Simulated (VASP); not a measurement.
A cell of WC (wc) near equilibrium:

```yaml
crystal:
  lattice:
    - [1.46242, -2.53299, 0.00000]
    - [1.46242, 2.53299, 0.00000]
    - [0.00000, 0.00000, 2.84838]
  atoms:
    - { symbol: W, position: [0.00000, 0.00000, 0.00000] }
    - { symbol: C, position: [0.33333, 0.66667, 0.50000] }
```

All values below come from PBE GGA, VASP's PBE PAW potentials (set 64) (plane waves; VASP).

| run | ΔE (meV/atom) | σxx | σyy | σzz | largest shear component, with its sign (GPa) | largest force (eV/Å) |
|---|---|---|---|---|---|---|
| as it is | 0.0 | -0.17 | -0.17 | 0.61 | 0.00 | 0.000 |
| after one change | 92.3 | -26.94 | -26.94 | -31.02 | 0.00 | 0.000 |
Stress is in GPa, positive when the cell is compressed.

Question: Which change was made?
(A) biaxial strain of +2.0 % in the xy plane
(B) atom 1 (W) moved by 0.150 Å along y
(C) isotropic strain of +3.0 %
(D) atom 1 (W) moved by 0.075 Å along x

Answer: C, isotropic strain of +3.0 %

The compound is WC in the wc structure.
